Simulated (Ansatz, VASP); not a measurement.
## Nb: VASP beside Ansatz

One calculation is typed for both programs; each brings its own data sets and cutoff. How far apart do they land? The cell is taken from a series of VASP runs on this material, whose earlier steps may have relaxed, scaled or displaced it; both programs get it as it stands.

Method: plane waves, with VASP 6.6.1 beside it; relaxation of cell and atoms at r2SCAN, in Ansatz 0.2.0.

## Step 1: Starting point

Symmetry: Im-3m, No. 229, cubic system. The conventional cell has a = 3.301 Å, b = 3.301 Å, c = 3.301 Å, α = 90.00°, β = 90.00°, γ = 90.00°. Nb has 8 Nb at 2.86 Å nearest.

## Step 2: Ansatz: relaxation of cell and atoms, r2SCAN

Ansatz runs on its default PAW (the set named soft_2) files.

The relaxed volume is the usual yardstick between codes: its relative difference is about their pressure difference at one cell divided by the bulk modulus.

Contents of input.yaml:

```yaml
crystal:
  lattice:
    - [-1.6504738171, 1.6504738171, 1.6504738171]
    - [1.6504738171, -1.6504738171, 1.6504738171]
    - [1.6504738171, 1.6504738171, -1.6504738171]
  atoms:
    - { symbol: Nb, position: [0.0, 0.0, 0.0] }
hamiltonian:
  xc: r2scan
  pseudopotentials: { kind: paw }
kpoints:
  mp_grid: { grid: [20, 20, 20] }
scf:
  occupations: { method: methfessel_paxton, width: 0.15 }
relax:
  f_tol: 0.01
  max_steps: 60
  cell: { stress_tol: 0.05 }
output:
  forces: true
  stress: true
```

Launch:

```sh
$ ansatz run input.yaml --threads 4 --pin off --max-ram 9216MiB --backend cpu --events-out ev --progress --plain --runs-dir out
```

Numbers of over 12 decimals in the logs are rounded to 6 here.

The log of the run:

```text
Engine: ansatz 0.2.0, aarch64-unknown-linux-gnu
Pseudopotentials: kind: paw
Pseudopotential: Nb, paw, valence charge 13, recommended cutoff 500 eV (meta_gga), Nb.paw.azcp
Functional definition: r2SCAN
  parameter k0 = 0.174
  parameter k1 = 0.065
  parameter a1 = 4.9479
  exchange = r2scan_x(k0 = k0, k1 = k1, a1 = a1)
  correlation = r2scan_c
Crystal: 1 atoms, lattice volume = 17.984 Å³
Basis set: ecut = 500 eV, 459 PW (Γ), exchange–correlation on 96×96×96 points (64 copies of the dense FFT grid, shifted against one another)
Bands: 11, of which v1, the nominal top of the filled ones, is band 7 counted from 1 (6 counted from 0)
Symmetry: 48 space group operations
Space group: Im-3m (ITA 229), of the structure as read, at distance tolerance 2.6e-5 Å
k-points: 256 of 8000
Non-local potential: Nb, projectors of the file, l = 0: 3, l = 1: 2, l = 2: 2, l = 3: 1
PAW form: soft (Blöchl's): semilocal exchange-correlation on the pseudo side does not see the compensation charge
PAW frozen core: Nb, regenerated for the run's functional (the file was generated under x = pbe(κ = 0.804, μ = 0.219515), c = pbe(β = 0.066725))
PAW one-centre angular grid: Nb, 590 points (default); XC on 160 Gauss nodes
Initial density: superposition of atomic densities (neutral atoms: chi_scale 0, normalization atom), corrected by the library's trained network
Initial wavefunctions: pseudopotential atomic-orbital guess
Functional: x = r2scan, c = r2scan; τ floored in thin density (d = 2e-4 eV/Å³)
SCF iter   1: F=—  HF=-4563.631628 eV  |F-HF|=—  |Δ(HF+E_count)|=         —  Δρ=1.04e-2  dr2=1.54e-2  dr2_τ=9.66e-3  ethr=1.77e-3  ⟨swp⟩=5.0  Hψ=17028  notcnv=0
preconditioner: auto → none  [metal: Δε(μ)=0.017 eV  Ē_g=8.061 eV  σ=0.150 eV  W_gap=0.09  n_scr=0 (ndim 8)  ℏωp=19.6 eV  f_vac=0.000  D(μ)=1.34/eV (n_scr^D=12)]
SCF iter   2: F=—  HF=-4563.628707 eV  |F-HF|=—  |Δ(HF+E_count)|=   2.92e-3  S|Δr|=    0.00e0  Δρ=3.44e-3  dr2=6.45e-4  dr2_τ=5.89e-4  ethr=1.19e-4  ⟨swp⟩=2.3  Hψ=6176  notcnv=0
SCF iter   3: F=—  HF=-4563.629029 eV  |F-HF|=—  |Δ(HF+E_count)|=   3.22e-4  S|Δr|=    0.00e0  Δρ=1.37e-3  dr2=9.33e-5  dr2_τ=1.85e-5  ethr=4.96e-6  ⟨swp⟩=1.7  Hψ=3523  notcnv=0
SCF iter   4: F=—  HF=-4563.629113 eV  |F-HF|=—  |Δ(HF+E_count)|=   8.42e-5  S|Δr|=    0.00e0  Δρ=7.74e-5  dr2=5.50e-7  dr2_τ=5.66e-8  ethr=7.18e-7  ⟨swp⟩=2.6  Hψ=4056  notcnv=0
SCF iter   5: F=-4563.629113 eV  HF=-4563.629113 eV  |F-HF|=9.88e-9  |Δ(HF+E_count)|=   2.68e-7  S|Δr|=    0.00e0  Δρ=2.50e-5  dr2=5.93e-8  dr2_τ=3.42e-8  ethr=7.69e-10  ⟨swp⟩=4.7  Hψ=9236  notcnv=0
SCF 1 converged in 5 iterations: F = -4563.629113 eV  dr2 = 5.93e-8
  greatest PAW one-centre occupation: 1.000 electrons in one spin orbital (limit 2), on the Nb atom at site 0 (counted from 0), in its partial waves of l = 0
relax step   1: F+E_penalty+E_count = -4563.62911348 eV  Δ(F+E_penalty+E_count) = +0.000e0 eV  max|allowed force component| = 0.000e0 eV/Å  Δτ_max = 0.0000 Å  P = +0.171 GPa  Ω = 17.984 Å³  (5 SCF iters, dr2 threshold 1.00e-7 eV, accepted)
[...]
relax step   2: F+E_penalty+E_count = -4563.62903119 eV  Δ(F+E_penalty+E_count) = +8.229e-5 eV  max|allowed force component| = 0.000e0 eV/Å  Δτ_max = 0.0000 Å  P = -0.414 GPa  Ω = 18.044 Å³  energy of the carried Pulay correction = -3.630e-5 eV  (4 SCF iters, dr2 threshold 7.31e-8 eV, rejected (line search))
[...]
relax step   3: F+E_penalty+E_count = -4563.62911230 eV  Δ(F+E_penalty+E_count) = +1.179e-6 eV  max|allowed force component| = 0.000e0 eV/Å  Δτ_max = 0.0000 Å  P = -0.000 GPa  Ω = 18.002 Å³  energy of the carried Pulay correction = -1.061e-5 eV  (7 SCF iters, accepted)
[...]
relax step   4: F+E_penalty+E_count = -4563.62912241 eV  Δ(F+E_penalty+E_count) = -1.011e-5 eV  max|allowed force component| = 0.000e0 eV/Å  Δτ_max = 0.0000 Å  P = -0.000 GPa  Ω = 18.002 Å³  stress off target by 1.69e-5 GPa  SCF on the basis re-selected at this cell (its energy is not comparable with the rows above)  (3 SCF iters)
basis re-selected at this cell: Δ(F+E_penalty+E_count) = -1.011e-5 eV, ΔP = +0.000 GPa vs the last step (what re-selecting the basis moved, of the pressure what is left beyond the Pulay correction that the steps carried, after the strain that the cell walked since its last selection, with what the two solves' SCF thresholds leave and, on support functions, any second-order correction that the steps lacked; it is no measure of the basis error at this ecutwfc). This SCF's stress stands 1.69e-5 GPa from its target on what of the cell is left free (relax.cell.stress_tol is 5.00e-2 GPa) and its largest allowed force component is 0.00e0 eV/Å (relax.f_tol is 1.00e-2 eV/Å): [rest of the remark cut]
SCF converged after 3 iterations
Stability not checked: this state was not tested for a lower state beside it, because cold or Methfessel-Paxton smearing, or corrected tetrahedra, fill the levels in a way that the test cannot read (fill_not_monotonic; see scf.lower_state_search)
Free energy (F): -4563.629122 eV
Harris-Foulkes:  -4563.629122 eV  (|F-HF|=0.00e0)
Internal energy: -4563.629926 eV  (E = F + TS)
E sigma→0 (E₀):  -4563.629323 eV
Entropy (-TS):   0.000804 eV (0.804 meV/atom)
Fermi energy:    17.756486 eV
--- Per-component energies (eV) ---
  E_band       = -78.193246
  E_kinetic    = 394.253164
  E_local      = -690.644695  (includes V_loc(G=0)·N_el)
  E_nonlocal   = 119.518430
  E_hartree    = 214.466560
  E_xc         = -169.745215
  E_vxc        = -236.906795  (∫ρ·V_xc dr)
  E_paw        = -3090.258147  (= ΣΔE_a)
  E_vpaw       = -108.287473  (= ΣTr[D̂ρ^β])
  E_aug_tail   = 0.000004  (compensation charges beyond the density's cutoff)
  E_vtau       = 14.940939  (kinetic-family band-sum trace: ∫τ·v_τ [+ j·A + Jᵃ·Aᵃ] dr)
  E_ewald      = -1341.027596
  E_core_change = -0.192431  (= ΣΔE_core)
  E_smearing   = 0.000804  (= −TS)
  E_closure    = -0.000000  (closes the sum)
  Σ components = -4563.629122   (vs F -4563.629122, Δ=0.00e0)
--- Forces (eV/Å), atoms counted from 1 ---
  atom   1  Nb    -0.00000000     0.00000000    -0.00000000
  max |Σ_I F_I| component: 3.90e-32 eV/Å
--- Stress (GPa, compression-positive) ---
       -0.000017      -0.000000       0.000000
       -0.000000      -0.000017      -0.000000
        0.000000       0.000000      -0.000017
  P = ⅓ Tr σ = -0.0000 GPa (-0.000 kbar)
--- Relaxed structure (3 steps of the walk, 2 accepted, 1 SCFs on fresh bases) ---
  F+E_penalty+E_count = -4563.62912241 eV   max|allowed force component| = 0.000e0 eV/Å   (the final SCF, on the basis selected at the relaxed cell)
  cell:  # Å, volume = 18.0016 Å³
    - [-1.651014, 1.651014, 1.651014]
    - [1.651014, -1.651014, 1.651014]
    - [1.651014, 1.651014, -1.651014]
  atoms:
    - { symbol: Nb, position: [0.0, 0.0, 0.0] }
```

Wall time 9.9 s (4 threads of Arm Neoverse N1, shared host); peak memory 0.43 GiB.

## Step 3: VASP: relaxation of cell and atoms, r2SCAN

The same cell, functional, mesh and smearing now go to VASP, with its own data sets and cutoff.

Lines of VASP's logs that name or quote its potential files are left out, and so is its time.

Contents of INCAR:

```
SYSTEM = Nb
PREC = Accurate
ENCUT = 520
EDIFF = 1E-07
NELM = 100
ISMEAR = 1
SIGMA = 0.15
LREAL = .FALSE.
ALGO = Normal
METAGGA = R2SCAN
LASPH = .TRUE.
NBANDS = 12
LORBIT = 11
LWAVE = .FALSE.
LCHARG = .FALSE.
KPAR = 4
IBRION = 2
NSW = 50
ISIF = 3
EDIFFG = -0.005
```

Contents of POSCAR:

```
Nb
1.0
   -1.6504738171      1.6504738171      1.6504738171
    1.6504738171     -1.6504738171      1.6504738171
    1.6504738171      1.6504738171     -1.6504738171
Nb
1
Direct
    0.0000000000      0.0000000000      0.0000000000
```

Contents of KPOINTS:

```
Automatic mesh
0
Gamma
20 20 20
0 0 0
```

PAW data sets: Nb_sv (PBE family, release 64).

Launch:

```sh
$ mpirun -np 4 vasp_std
```

The log of the run:

```text
[banner, memory and clock lines left out]
running    4 mpi-ranks, on    1 nodes
 distrk:  each k-point on    1 cores,    4 groups
 distr:  one band on    1 cores,    1 groups

 POSCAR found type information on POSCAR Nb
 POSCAR found :  1 types and       1 ions
|                                                                             |
|               ----> ADVICE to this user running VASP <----                  |
|                                                                             |
|     You enforced a specific xc type in the INCAR file but a different       |
|     [... a line on the potential file left out ...]
|     I HOPE YOU KNOW WHAT YOU ARE DOING!                                     |
|                                                                             |

 LDA part: xc-table for (None), standard interpolation
 POSCAR, INCAR and KPOINTS ok, starting setup
 FFT: planning ... GRIDC
 FFT: planning ... GRID_SOFT
 FFT: planning ... GRID
 WAVECAR not read
 entering main loop
       N       E                     dE             d eps       ncg     rms          rms(c)
DAV:   1     0.100864094614E+03    0.10086E+03   -0.74560E+03  6200   0.111E+03
DAV:   2    -0.261961780528E+02   -0.12706E+03   -0.12221E+03  6752   0.403E+02
DAV:   3    -0.312522880406E+02   -0.50561E+01   -0.48271E+01  9236   0.695E+01
DAV:   4    -0.315772266617E+02   -0.32494E+00   -0.32172E+00  8712   0.154E+01
DAV:   5    -0.315860263381E+02   -0.87997E-02   -0.87951E-02  8920   0.219E+00    0.105E+01
DAV:   6    -0.248240678326E+02    0.67620E+01   -0.30190E+00  8200   0.235E+01    0.150E+00
DAV:   7    -0.248259285273E+02   -0.18607E-02   -0.14696E-01  9348   0.469E+00    0.911E-01
DAV:   8    -0.248385799072E+02   -0.12651E-01   -0.35243E-02 11292   0.213E+00    0.651E-01
DAV:   9    -0.248426667480E+02   -0.40868E-02   -0.82943E-03  7912   0.114E+00    0.236E-01
DAV:  10    -0.248422181842E+02    0.44856E-03   -0.15605E-03  9952   0.554E-01    0.275E-02
DAV:  11    -0.248422184416E+02   -0.25740E-06   -0.30093E-05  9644   0.542E-02    0.268E-02
DAV:  12    -0.248422178239E+02    0.61771E-06   -0.92559E-06  9888   0.375E-02    0.538E-03
DAV:  13    -0.248422178672E+02   -0.43369E-07   -0.17170E-07  6680   0.553E-03
   1 F= -.24842218E+02 E0= -.24842483E+02  d E =-.248422E+02
 curvature:   0.00 expect dE= 0.000E+00 dE for cont linesearch  0.000E+00
 trial: gam= 0.00000 g(F)=  0.252E-65 g(S)=  0.923E-06 ort = 0.000E+00 (trialstep = 0.100E+01)
 search vector abs. value=  0.923E-06
 reached required accuracy - stopping structural energy minimisation
```

From OUTCAR (step 3):

```text
ion  position               nearest neighbor table
   1  0.000  0.000  0.000-

  LATTYP: Found a body centered cubic cell.
 ALAT       =     3.3009476342

 Subroutine GETGRP returns: Found 48 space group operations
 (whereof 48 operations were pure point group operations)

The static configuration has the point symmetry O_h .

 Found    256 irreducible k-points:

   k-points           NKPTS =    256   k-points in BZ     NKDIM =    256   number of bands    NBANDS=     12

   dimension x,y,z NGX =    24 NGY =   24 NGZ =   24
   dimension x,y,z NGXF=    48 NGYF=   48 NGZF=   48

   ENCUT  =  520.0 eV  38.22 Ry    6.18 a.u.   5.32  5.32  5.32*2*pi/ulx,y,z

   NELECT =      13.0000    total number of electrons

 k-points in reciprocal lattice and weights: Automatic mesh
   0.00000000  0.00000000  0.00000000       0.000
   0.05000000  0.00000000  0.00000000       0.002
   0.10000000  0.00000000  0.00000000       0.002
   0.15000000  0.00000000  0.00000000       0.002
   0.20000000  0.00000000  0.00000000       0.002
   0.25000000  0.00000000  0.00000000       0.002
   0.30000000  0.00000000  0.00000000       0.002
   0.35000000  0.00000000  0.00000000       0.002
   0.40000000  0.00000000  0.00000000       0.002
[...]
0.50000000  0.50000000  0.45000000       0.002
   0.50000000  0.50000000  0.50000000       0.000

 average (electrostatic) potential at core
       1 -81.9559

 E-fermi :  11.1688

 k-point     1 :       0.0000    0.0000    0.0000
  band No.  band energies     occupation
      1     -44.9907      2.00000
      2     -19.5269      2.00000
      3     -19.5269      2.00000
      4     -19.5269      2.00000
      5       4.8695      2.00000
      6      11.6037     -0.00032
      7      11.6037     -0.00032
      8      11.6037     -0.00032
      9      14.7317      0.00000
     10      14.7317      0.00000
    ...

 k-point     2 :       0.0500    0.0000    0.0000
  band No.  band energies     occupation
      1     -44.9843      2.00000
      2     -19.5655      2.00000
      3     -19.5384      2.00000
      4     -19.5272      2.00000
      5       4.9786      2.00000
      6      11.5347     -0.00302
      7      11.5869     -0.00058
      8      11.7068     -0.00000
      9      14.6214      0.00000
     10      14.7306      0.00000
    ...

 k-point     3 :       0.1000    0.0000    0.0000
  band No.  band energies     occupation
      1     -44.9655      2.00000
      2     -19.6765      2.00000
      3     -19.5718      2.00000
      4     -19.5282      2.00000
      5       5.2949      2.00000
      6      11.3411     -0.06897
      7      11.5199     -0.00457
      8      12.0132     -0.00000
      9      14.3691      0.00000
     10      14.7325      0.00000
    ...

  Total       -0.0025249     -0.0025249     -0.0025249      0.0000000     -0.0000000     -0.0000000
  in kB       -0.2249379     -0.2249379     -0.2249379      0.0000000     -0.0000000     -0.0000000
  external PRESSURE =      -0.2249379 kB  Pullay stress =       0.0000000 kB

  energy-cutoff  :      520.00
  volume of cell :       17.98
      direct lattice vectors                 reciprocal lattice vectors
    -1.650473817  1.650473817  1.650473817     0.000000000  0.302943309  0.302943309
     1.650473817 -1.650473817  1.650473817     0.302943309  0.000000000  0.302943309
     1.650473817  1.650473817 -1.650473817     0.302943309  0.302943309  0.000000000

 POSITION                                       TOTAL-FORCE (eV/Angst)
 -----------------------------------------------------------------------------------
      0.00000      0.00000      0.00000        -0.000000     -0.000000     -0.000000
 -----------------------------------------------------------------------------------
    total drift:                               -0.000000     -0.000000      0.000000

  FREE ENERGIE OF THE ION-ELECTRON SYSTEM (eV)
  ---------------------------------------------------
  free  energy   TOTEN  =       -24.8422178672 eV

  energy  without entropy=      -24.8430120735  energy(sigma->0) =      -24.84248260

 reached required accuracy - stopping structural energy minimisation

 total charge
# of ion       s       p       d       tot
------------------------------------------
    1        2.221   6.000   2.487  10.708

[... 3 further parts left out ...]
```

## Step 4: Comparison

Known differences besides the potentials themselves: VASP keeps PBE cores, Ansatz makes them for the functional; both relaxations stop at a tolerance, which leaves soft axes loose, and VASP keeps its plane-wave basis; the cutoff is 500 eV in Ansatz and 520 eV in VASP; Ansatz adds a Pulay correction to the stress that steers its cell, VASP none. Total energies have different zeros and are not compared.

Compared:

| quantity | Ansatz | VASP | difference |
| --- | --- | --- | --- |
| volume (Å³) | 18.00 | 17.98 | +0.10 % |
| edge a after relaxation, in the typed setting (Å) | 2.860 | 2.859 | +0.03 % |

The walks stopped with 0.00 GPa left in Ansatz and -0.02 GPa in VASP; each walk ends within a tolerance, so the volume difference is uncertain by about these residues over the bulk modulus, most in soft cells.

## Step 5: What came out

- difference in volume (relaxation of cell and atoms, r2SCAN): 0.098 %

What this shows: The difference in volume is 0.098 % (relaxation of cell and atoms, r2SCAN), within the 1.2 % picked in this series as the mark of a large difference, as far as the stopping tolerances let one tell. Such differences can come from data sets, numerical settings and the points named under the comparisons, not from the functional's error against experiment.

[Lines on the potential files, build, host, timing and source positions are cut from VASP's logs without a mark.]

[Logs are printed without paths, hosts, clocks, repeated set-up lines and the standing remarks that a program may print on its own settings, such as how far it seeks lower states.]

[Hosts, paths, dates, database ids (printed as entryN), source tags and the programs' standing remarks are cut or masked in the printed files.]
